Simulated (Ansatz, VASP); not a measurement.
# PW in two plane-wave programs, part 2 of 3

One calculation is typed for both programs; each brings its own data sets. How far apart do they land? The cell is taken from a series of runs on this material, whose earlier steps may have relaxed, scaled, displaced or heated it; both programs get it as it stands.

VASP 6.6.1 and Ansatz 0.2.0.

So far: The starting structure; Ansatz: zone-centre phonons, PBEsol.

### 3. VASP: zone-centre phonons, PBEsol

Level of this step: PBEsol; plane waves and PAW (P, W) (VASP).

The same cell, functional, mesh and smearing now go to VASP, with its own data sets.

Lines of VASP's logs that name or quote its potential files are left out, and so is its time.

Contents of INCAR:

```
SYSTEM = PW
PREC = Accurate
ENCUT = 600
EDIFF = 1E-08
NELM = 120
ISMEAR = 1
SIGMA = 0.2
LREAL = .FALSE.
ALGO = Normal
GGA = PS
NBANDS = 30
LASPH = .TRUE.
LORBIT = 11
LWAVE = .FALSE.
LCHARG = .FALSE.
ISIF = 2
IBRION = 8
GGA_COMPAT = .FALSE.
KPAR = 2
```

Contents of POSCAR:

```
PW
1.0
    5.6878416164      0.0000000000      0.0000000000
    0.0000000000      3.2266435202      0.0000000000
    0.0000000000      0.0000000000      6.2228042216
P W
4 4
Direct
    0.8182976030      0.7500000000      0.5649239723
    0.1817023970      0.2500000000      0.4350760277
    0.6817023970      0.2500000000      0.0649239723
    0.3182976030      0.7500000000      0.9350760277
    0.9867147032      0.7500000000      0.1880296913
    0.0132852968      0.2500000000      0.8119703087
    0.5132852968      0.2500000000      0.6880296913
    0.4867147032      0.7500000000      0.3119703087
```

Contents of KPOINTS:

```
Automatic mesh
0
Gamma
6 9 4
0 0 0
```

The projector-augmented-wave data sets are P and W (PBE family, release 64).

The run is started by

```
mpirun -np 2 vasp_std
```

The log of the run:

```text
[banner, memory and clock lines left out]
running    2 mpi-ranks, on    1 nodes
 distrk:  each k-point on    1 cores,    2 groups
 distr:  one band on    1 cores,    1 groups

 POSCAR found type information on POSCAR P W
 POSCAR found :  2 types and       8 ions
|                                                                             |
|               ----> ADVICE to this user running VASP <----                  |
|                                                                             |
|     You enforced a specific xc type in the INCAR file but a different       |
|     [... a line on the potential file left out ...]
|     I HOPE YOU KNOW WHAT YOU ARE DOING!                                     |
|                                                                             |

 LDA part: xc-table for (Slater+PW92), standard interpolation
 POSCAR, INCAR and KPOINTS ok, starting setup
 FFT: planning ... GRIDC
 FFT: planning ... GRID_SOFT
 FFT: planning ... GRID
 WAVECAR not read
 entering main loop
       N       E                     dE             d eps       ncg     rms          rms(c)
DAV:   1     0.197149273686E+03    0.19715E+03   -0.21350E+04  3600   0.148E+03
DAV:   2    -0.629081716193E+02   -0.26006E+03   -0.24778E+03  4206   0.328E+02
DAV:   3    -0.850941373673E+02   -0.22186E+02   -0.21197E+02  5144   0.748E+01
DAV:   4    -0.857832893054E+02   -0.68915E+00   -0.67790E+00  4818   0.133E+01
DAV:   5    -0.858008290565E+02   -0.17540E-01   -0.17459E-01  4810   0.205E+00    0.516E+01
DAV:   6    -0.827725048453E+02    0.30283E+01   -0.10530E+01  5364   0.134E+01    0.227E+01
DAV:   7    -0.823062134453E+02    0.46629E+00   -0.10363E+00  4452   0.493E+00    0.771E+00
DAV:   8    -0.822712749544E+02    0.34938E-01   -0.16750E-01  4866   0.205E+00    0.796E-01
DAV:   9    -0.822669039222E+02    0.43710E-02   -0.11734E-02  4434   0.523E-01    0.530E-01
DAV:  10    -0.822665464265E+02    0.35750E-03   -0.53462E-03  4860   0.333E-01    0.145E-01
DAV:  11    -0.822664729875E+02    0.73439E-04   -0.62542E-04  4672   0.116E-01    0.771E-02
DAV:  12    -0.822664803960E+02   -0.74085E-05   -0.75891E-05  4324   0.399E-02    0.496E-02
DAV:  13    -0.822664723458E+02    0.80502E-05   -0.33113E-05  4260   0.269E-02    0.701E-03
DAV:  14    -0.822664721835E+02    0.16234E-06   -0.42068E-06  4870   0.998E-03    0.449E-03
DAV:  15    -0.822664720417E+02    0.14177E-06   -0.40243E-07  4410   0.304E-03    0.831E-04
DAV:  16    -0.822664720027E+02    0.39019E-07   -0.11355E-07  4602   0.146E-03    0.773E-04
DAV:  17    -0.822664719979E+02    0.47862E-08   -0.10677E-08  2736   0.522E-04
   1 F= -.82266472E+02 E0= -.82268441E+02  d E =0.590815E-02
 Linear response reoptimize wavefunctions to high precision
DAV:   1    -0.822664719966E+02    0.12601E-08   -0.18499E-09  2730   0.272E-04
DAV:   2    -0.822664719967E+02   -0.58208E-10   -0.41617E-10  2628   0.141E-04
 Linear response DOF=           6
 Linear response progress:
  Degree of freedom:   1/  6
       N       E                     dE             d eps       ncg     rms          rms(c)
RMM:   1    -0.645395547765E-01   -0.64540E-01    0.25613E-02 10987   0.126E+00
RMM:   2    -0.579962563449E-01    0.65433E-02   -0.53022E-03  6812   0.362E-01    0.275E-01
RMM:   3    -0.581122686504E-01   -0.11601E-03   -0.17024E-03  6944   0.153E-01    0.221E-01
RMM:   4    -0.580911202606E-01    0.21148E-04   -0.42694E-04  6822   0.727E-02    0.129E-01
RMM:   5    -0.583036420237E-01   -0.21252E-03   -0.76877E-05  7071   0.401E-02    0.142E-02
RMM:   6    -0.582738850536E-01    0.29757E-04   -0.25862E-05  7280   0.158E-02    0.121E-02
RMM:   7    -0.582491792053E-01    0.24706E-04    0.30794E-06  7363   0.767E-03    0.572E-03
RMM:   8    -0.582452734411E-01    0.39058E-05   -0.11155E-07  7763   0.250E-03    0.179E-03
RMM:   9    -0.582465932577E-01   -0.13198E-05   -0.15768E-06  7929   0.978E-04    0.510E-04
RMM:  10    -0.582461157727E-01    0.47749E-06   -0.56786E-07  8111   0.417E-04    0.143E-04
RMM:  11    -0.582462072548E-01   -0.91482E-07   -0.26139E-08  8309   0.263E-04    0.722E-05
RMM:  12    -0.582463401370E-01   -0.13288E-06   -0.16883E-08  8516   0.215E-04    0.199E-05
RMM:  13    -0.582463358007E-01    0.43363E-08   -0.72810E-08  8953   0.192E-04    0.695E-06
 first order change of Fermi-energy   0.16234E+00
 force on displaced ion       1 direction 1 : -15.103   0.000  -2.853
 Linear response progress:
  Degree of freedom:   2/  6
       N       E                     dE             d eps       ncg     rms          rms(c)
RMM:   1    -0.474710809237E-01   -0.47471E-01    0.10304E-02 16520   0.112E+00
RMM:   2    -0.435252067432E-01    0.39459E-02   -0.33557E-03 10869   0.287E-01    0.131E-01
RMM:   3    -0.437178591799E-01   -0.19265E-03   -0.31606E-04 11396   0.650E-02    0.766E-02
RMM:   4    -0.439647993161E-01   -0.24694E-03   -0.14403E-04 10960   0.448E-02    0.139E-02
RMM:   5    -0.439087763248E-01    0.56023E-04   -0.11382E-05 11976   0.133E-02    0.410E-03
RMM:   6    -0.439097533367E-01   -0.97701E-06   -0.15461E-06 12233   0.290E-03    0.224E-03
RMM:   7    -0.439115585345E-01   -0.18052E-05    0.14770E-07 12384   0.893E-04    0.174E-03
RMM:   8    -0.439176502369E-01   -0.60917E-05   -0.17531E-07 11792   0.951E-04    0.333E-04
RMM:   9    -0.439176325868E-01    0.17650E-07    0.68194E-08 12990   0.345E-04    0.209E-04
[...]
RMM:  14    -0.595588093487E-01    0.64802E-08    0.24013E-07  9149   0.191E-04    0.240E-06
[...]
RMM:  19    -0.595588053952E-01   -0.30747E-09    0.31727E-07  7921   0.187E-04    0.168E-07
RMM:  20    -0.595588030649E-01    0.23303E-08    0.35794E-07  7956   0.187E-04    0.208E-07
RMM:  21    -0.595588045066E-01   -0.14417E-08    0.32270E-07  7971   0.187E-04    0.156E-07
RMM:  22    -0.595588033943E-01    0.11123E-08    0.33435E-07  7994   0.187E-04    0.195E-07
RMM:  23    -0.595588044407E-01   -0.10464E-08    0.31878E-07  8012   0.187E-04    0.152E-07
RMM:  24    -0.595588036897E-01    0.75099E-09    0.32786E-07  8051   0.187E-04    0.185E-07
RMM:  25    -0.595588042953E-01   -0.60562E-09    0.31341E-07  8028   0.187E-04    0.149E-07
RMM:  26    -0.595588039748E-01    0.32052E-09    0.33250E-07  8076   0.187E-04    0.178E-07
 first order change of Fermi-energy  -0.92256E-01
 force on displaced ion       1 direction 3 :  -2.842   0.000 -15.747
 Linear response progress:
  Degree of freedom:   4/  6
       N       E                     dE             d eps       ncg     rms          rms(c)
RMM:   1    -0.139199353233E+00   -0.13920E+00   -0.13504E-01  7645   0.149E+00
RMM:   2    -0.130531587119E+00    0.86678E-02   -0.61590E-03  6743   0.374E-01    0.170E-01
RMM:   3    -0.130306669672E+00    0.22492E-03   -0.13431E-03  7348   0.120E-01    0.951E-02
RMM:   4    -0.130387050445E+00   -0.80381E-04   -0.34045E-04  7215   0.688E-02    0.453E-02
RMM:   5    -0.130431945030E+00   -0.44895E-04   -0.81650E-05  7210   0.333E-02    0.199E-02
RMM:   6    -0.130495173629E+00   -0.63229E-04   -0.15371E-05  7207   0.162E-02    0.547E-03
RMM:   7    -0.130500826044E+00   -0.56524E-05   -0.19279E-06  7784   0.429E-03    0.311E-03
RMM:   8    -0.130504265128E+00   -0.34391E-05   -0.50736E-07  7673   0.204E-03    0.129E-03
RMM:   9    -0.130506014976E+00   -0.17498E-05    0.61947E-07  7862   0.945E-04    0.420E-04
RMM:  10    -0.130505806292E+00    0.20868E-06    0.11889E-08  8056   0.418E-04    0.123E-04
RMM:  11    -0.130505681652E+00    0.12464E-06   -0.92369E-08  8480   0.250E-04    0.686E-05
RMM:  12    -0.130505572365E+00    0.10929E-06   -0.11816E-08  8525   0.219E-04    0.228E-05
RMM:  13    -0.130505513099E+00    0.59266E-07   -0.42700E-08  8903   0.199E-04    0.606E-06
RMM:  14    -0.130505514366E+00   -0.12671E-08    0.25386E-08  9134   0.192E-04    0.350E-06
 first order change of Fermi-energy   0.12583E+00
 force on displaced ion       5 direction 1 : -18.905   0.000   0.414
 Linear response progress:
  Degree of freedom:   5/  6
       N       E                     dE             d eps       ncg     rms          rms(c)
RMM:   1    -0.119861470455E+00   -0.11986E+00   -0.11207E-01 11193   0.140E+00
RMM:   2    -0.115465986136E+00    0.43955E-02   -0.42265E-03 10497   0.290E-01    0.148E-01
RMM:   3    -0.115229050689E+00    0.23694E-03   -0.72007E-04 11274   0.863E-02    0.847E-02
RMM:   4    -0.115290783501E+00   -0.61733E-04   -0.31090E-04 10876   0.747E-02    0.125E-02
RMM:   5    -0.115330060369E+00   -0.39277E-04   -0.34888E-05 12122   0.152E-02    0.493E-03
RMM:   6    -0.115338432296E+00   -0.83719E-05   -0.45523E-07 11998   0.378E-03    0.227E-03
RMM:   7    -0.115341126754E+00   -0.26945E-05   -0.44945E-07 12029   0.159E-03    0.897E-04
RMM:   8    -0.115341542769E+00   -0.41602E-06   -0.34260E-07 12181   0.922E-04    0.249E-04
RMM:   9    -0.115341769624E+00   -0.22685E-06   -0.36246E-07 13103   0.356E-04    0.117E-04
RMM:  10    -0.115341755919E+00    0.13705E-07   -0.38826E-07 13143   0.246E-04    0.550E-05
RMM:  11    -0.115341515767E+00    0.24015E-06   -0.28694E-07 13445   0.219E-04    0.140E-05
RMM:  12    -0.115341506758E+00    0.90088E-08   -0.18971E-07 14025   0.201E-04    0.449E-06
RMM:  13    -0.115341495122E+00    0.11636E-07   -0.14182E-07 14408   0.196E-04    0.199E-06
RMM:  14    -0.115341496502E+00   -0.13800E-08   -0.12339E-07 14424   0.193E-04    0.853E-07
RMM:  15    -0.115341497747E+00   -0.12441E-08   -0.16218E-07 13742   0.193E-04    0.805E-07
RMM:  16    -0.115341498324E+00   -0.57708E-09   -0.13924E-07 13434   0.192E-04    0.409E-07
RMM:  17    -0.115341498218E+00    0.10529E-09   -0.15205E-07 13096   0.192E-04    0.483E-07
RMM:  18    -0.115341498151E+00    0.67531E-10   -0.14913E-07 13111   0.192E-04    0.345E-07
RMM:  19    -0.115341498165E+00   -0.14230E-10   -0.15207E-07 13140   0.192E-04    0.410E-07
RMM:  20    -0.115341498288E+00   -0.12247E-09   -0.14793E-07 13202   0.192E-04    0.324E-07
RMM:  21    -0.115341498371E+00   -0.83657E-10   -0.15434E-07 13292   0.192E-04    0.381E-07
 first order change of Fermi-energy   0.25328E-03
 force on displaced ion       5 direction 2 :  -0.001 -16.150  -0.002
 Linear response progress:
  Degree of freedom:   6/  6
       N       E                     dE             d eps       ncg     rms          rms(c)
RMM:   1    -0.142521624487E+00   -0.14252E+00   -0.14146E-01  7654   0.150E+00
RMM:   2    -0.133306583813E+00    0.92150E-02   -0.66597E-03  6740   0.379E-01    0.206E-01
RMM:   3    -0.132978687509E+00    0.32790E-03   -0.16068E-03  7328   0.137E-01    0.132E-01
RMM:   4    -0.133051867157E+00   -0.73180E-04   -0.37282E-04  7171   0.787E-02    0.633E-02
RMM:   5    -0.133137168222E+00   -0.85301E-04   -0.13895E-04  7043   0.468E-02    0.266E-02
RMM:   6    -0.133216193981E+00   -0.79026E-04   -0.96391E-06  7338   0.195E-02    0.110E-02
RMM:   7    -0.133230954770E+00   -0.14761E-04   -0.23290E-06  7488   0.720E-03    0.501E-03
RMM:   8    -0.133238820132E+00   -0.78654E-05   -0.16177E-07  7659   0.398E-03    0.185E-03
RMM:   9    -0.133238979487E+00   -0.15935E-06   -0.67147E-07  7575   0.191E-03    0.655E-04
RMM:  10    -0.133239109674E+00   -0.13019E-06   -0.29896E-07  7986   0.629E-04    0.213E-04
RMM:  11    -0.133239159374E+00   -0.49700E-07   -0.22243E-07  8312   0.341E-04    0.117E-04
RMM:  12    -0.133238977584E+00    0.18179E-06   -0.76275E-07  8508   0.273E-04    0.593E-05
RMM:  13    -0.133238956449E+00    0.21135E-07   -0.27649E-07  8556   0.246E-04    0.139E-05
RMM:  14    -0.133238968714E+00   -0.12265E-07   -0.30319E-07  9157   0.229E-04    0.504E-06
RMM:  15    -0.133238964340E+00    0.43733E-08   -0.28640E-07  9238   0.223E-04    0.228E-06
RMM:  16    -0.133238966177E+00   -0.18361E-08   -0.39508E-08  9209   0.221E-04    0.104E-06
 first order change of Fermi-energy  -0.32161E+00
 force on displaced ion       5 direction 3 :   0.422   0.000 -18.953
 Linear response finished
```

(Part 2 of 3 ends here.)

[Lines on the potential files, build, host, timing and source positions are cut from VASP's logs without a mark.]

[Logs are printed without paths, hosts, clocks, repeated set-up lines and the standing remarks that a program may print on its own settings, such as how far it seeks lower states.]

[Hosts, paths, dates, database ids (printed as entryN), source tags and the programs' standing remarks are cut or masked in the printed files.]
